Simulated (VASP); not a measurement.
```xyz
71
Lattice="9.6498 0.0000 0.0000 0.0000 9.6498 0.0000 0.0000 0.0000 9.7143" Properties=species:S:1:pos:R:3 pbc="T T T"
Sn     0.0000     0.0000     0.0000
Sn     2.4125     2.4125     1.6191
Sn     0.0000     0.0000     3.2381
Sn     2.4125     2.4125     4.8572
Sn     0.0000     0.0000     6.4762
Sn     2.4125     2.4125     8.0953
Sn     0.0000     4.8249     0.0000
Sn     2.4125     7.2374     1.6191
Sn     0.0000     4.8249     3.2381
Sn     2.3980     7.1980     4.8452
Sn     0.0000     4.8249     6.4762
Sn     2.4125     7.2374     8.0953
Sn     4.8249     0.0000     0.0000
Sn     7.2374     2.4125     1.6191
Sn     4.8249     0.0000     3.2381
Sn     7.2374     2.4125     4.8572
Sn     4.8249     0.0000     6.4762
Sn     7.2374     2.4125     8.0953
Sn     4.8249     4.8249     0.0000
Sn     7.2374     7.2374     1.6191
Sn     4.8135     4.7862     3.2115
Sn     7.2374     7.2374     4.8572
Sn     4.7883     4.8367     6.4789
Sn     7.2374     7.2374     8.0953
O      1.4812     1.4812     0.0000
O      3.8937     0.9312     1.6191
O      0.9312     3.8937     1.6191
O      3.3437     3.3437     0.0000
O      1.4812     1.4812     3.2381
O      3.8937     0.9312     4.8572
O      0.9312     3.8937     4.8572
O      3.3007     3.3657     3.2404
O      1.4812     1.4812     6.4762
O      3.8937     0.9312     8.0953
O      0.9312     3.8937     8.0953
O      3.3464     3.3057     6.4382
O      1.4812     6.3062     0.0000
O      3.8474     5.7594     1.6388
O      0.9312     8.7186     1.6191
O      3.3437     8.1686     0.0000
O      1.5205     6.3420     3.2006
O      0.9312     8.7186     4.8572
O      3.3227     8.2037     3.1945
O      1.5094     6.3230     6.4828
O      3.8596     5.7134     8.0568
O      0.9312     8.7186     8.0953
O      3.3289     8.1285     6.5251
O      6.3062     1.4812     0.0000
O      8.7186     0.9312     1.6191
O      5.7561     3.8937     1.6191
O      8.1686     3.3437     0.0000
O      6.3062     1.4812     3.2381
O      8.7186     0.9312     4.8572
O      5.7674     3.8472     4.8174
O      8.1686     3.3437     3.2381
O      6.3062     1.4812     6.4762
O      8.7186     0.9312     8.0953
O      5.7561     3.8937     8.0953
O      8.1686     3.3437     6.4762
O      6.3062     6.3062     0.0000
O      8.7186     5.7561     1.6191
O      5.7561     8.7186     1.6191
O      8.1686     8.1686     0.0000
O      6.3373     6.2799     3.2503
O      8.7186     5.7561     4.8572
O      5.7561     8.7186     4.8572
O      8.1686     8.1686     3.2381
O      6.2840     6.3371     6.5128
O      8.7186     5.7561     8.0953
O      5.7561     8.7186     8.0953
O      8.1686     8.1686     6.4762
```
Cell charge +2.

These are PBE GGA, VASP's PBE PAW potentials (set 64) (plane waves; VASP) values and carry that method's errors. Numerical set-up: PREC = Normal, LREAL = Auto, ISYM = 0, NELECT = 376.0, EDIFF = 1E-5, 400 eV cut-off, 1×1×1 Γ-centred mesh, Gaussian smearing of 0.050 eV, potentials Sn O.

At this cut-off the stress carries a Pulay error, which pulls relaxed volumes low. The cell is charged, with a uniform compensating background. The supercell is sampled at Γ alone, which is coarse: total energies, pressure and levels can be off, energies of defects by several tenths of an eV.

### Question
The ions are relaxed. Which structure does the run end with?

### Answer

```xyz
71
Lattice="9.6498 0.0000 0.0000 0.0000 9.6498 0.0000 0.0000 0.0000 9.7143" Properties=species:S:1:pos:R:3 pbc="T T T"
Sn     0.0475     9.5990     9.7126
Sn     2.4003     2.4133     1.6144
Sn     9.6023     0.0438     3.2171
Sn     2.4032     2.4103     4.8561
Sn     9.6023     0.0435     6.4936
Sn     2.4004     2.4139     8.0983
Sn     9.6460     4.8308     9.7135
Sn     2.4228     7.2254     1.6262
Sn     9.6437     4.8166     3.2412
Sn     2.2352     7.4116     4.8554
Sn     9.6430     4.8175     6.4700
Sn     2.4223     7.2244     8.0849
Sn     4.8165     0.0012     9.7135
Sn     7.2730     2.3733     1.5968
Sn     4.8302     0.0034     3.2413
Sn     7.2351     2.4118     4.8556
Sn     4.8295     0.0038     6.4699
Sn     7.2735     2.3744     8.1145
Sn     4.8055     4.8393     9.7131
Sn     7.2319     7.2452     1.6128
Sn     4.9477     4.6986     3.0891
Sn     7.2358     7.2431     4.8552
Sn     4.9474     4.6990     6.6221
Sn     7.2316     7.2464     8.0983
O      1.4801     1.4643     9.7128
O      3.8720     0.9235     1.6327
O      0.9329     3.9000     1.6259
O      3.3446     3.3454     9.7134
O      1.4772     1.4927     3.2357
O      3.8685     0.9235     4.8556
O      0.9063     3.8670     4.8557
O      3.3440     3.4108     3.2599
O      1.4763     1.4933     6.4762
O      3.8707     0.9223     8.0790
O      0.9329     3.9004     8.0855
O      3.3450     3.4101     6.4524
O      1.4986     6.2946     9.7128
O      3.9091     5.7364     1.6379
O      0.9467     8.6991     1.6603
O      3.3537     8.1480     9.7127
O      1.5571     6.2531     3.2912
O      0.8429     8.8024     4.8552
O      3.3926     8.0908     3.2910
O      1.5555     6.2541     6.4204
O      3.9087     5.7359     8.0735
O      0.9476     8.6988     8.0502
O      3.3939     8.0892     6.4194
O      6.3207     1.4430     9.7123
O      8.7283     0.9179     1.5941
O      5.8036     3.8414     1.5227
O      8.2041     3.3264     9.7130
O      6.2657     1.5358     3.2391
O      8.6892     0.9567     4.8557
O      5.6558     3.9903     4.8557
O      8.1098     3.3816     3.2388
O      6.2653     1.5364     6.4725
O      8.7278     0.9182     8.1164
O      5.8044     3.8425     8.1889
O      8.1111     3.3814     6.4722
O      6.2988     6.3019     9.7123
O      8.7233     5.7746     1.6325
O      5.7470     8.7141     1.6256
O      8.1821     8.1659     9.7129
O      6.2350     6.3019     3.2588
O      8.7228     5.7774     4.8553
O      5.7796     8.7403     4.8558
O      8.1528     8.1691     3.2350
O      6.2350     6.3021     6.4516
O      8.7222     5.7744     8.0790
O      5.7471     8.7149     8.0853
O      8.1531     8.1690     6.4760
```
Cell charge +2.

### Question
How much energy does the relaxation gain?

### Answer
The energy (σ→0) changes by -24.0 meV/atom, in 24 ionic steps.

| step | E(σ→0) (eV) | max force (eV/Å) | pressure (GPa) | volume (Å³) |
|---|---|---|---|---|
| 1 | -449.6537 | 2.141 | -7.20 | 904.59 |
| 2 | -450.4935 | 1.631 | -8.41 | 904.59 |
| 3 | -450.4983 | 1.595 | -8.45 | 904.59 |
| 4 | -450.8682 | 2.200 | -8.23 | 904.59 |
| 5 | -450.9065 | 1.762 | -8.36 | 904.59 |
| 6 | -451.1358 | 0.962 | -8.25 | 904.59 |
| 7 | -451.1663 | 0.600 | -8.31 | 904.59 |
| 8 | -451.2560 | 0.426 | -8.19 | 904.59 |
| 9 | -451.2560 | 0.424 | -8.19 | 904.59 |
| 10 | -451.2992 | 0.266 | -8.14 | 904.59 |
| 11 | -451.3009 | 0.300 | -8.13 | 904.59 |
| 12 | -451.3274 | 0.163 | -8.19 | 904.59 |
| 13 | -451.3278 | 0.171 | -8.20 | 904.59 |
| 14 | -451.3429 | 0.127 | -8.25 | 904.59 |
| 15 | -451.3432 | 0.143 | -8.26 | 904.59 |
| 16 | -451.3498 | 0.111 | -8.27 | 904.59 |
| 17 | -451.3499 | 0.100 | -8.27 | 904.59 |
| 18 | -451.3529 | 0.056 | -8.28 | 904.59 |
| 19 | -451.3529 | 0.055 | -8.28 | 904.59 |
| 20 | -451.3543 | 0.042 | -8.27 | 904.59 |
| 21 | -451.3544 | 0.070 | -8.27 | 904.59 |
| 22 | -451.3555 | 0.041 | -8.28 | 904.59 |
| 23 | -451.3556 | 0.044 | -8.28 | 904.59 |
| 24 | -451.3561 | 0.028 | -8.29 | 904.59 |

The cell is a supercell with a defect, built from SnO2 (rutile): vac_O, charge +2. The run is not spin-polarised, so no state with unpaired spins was tried.
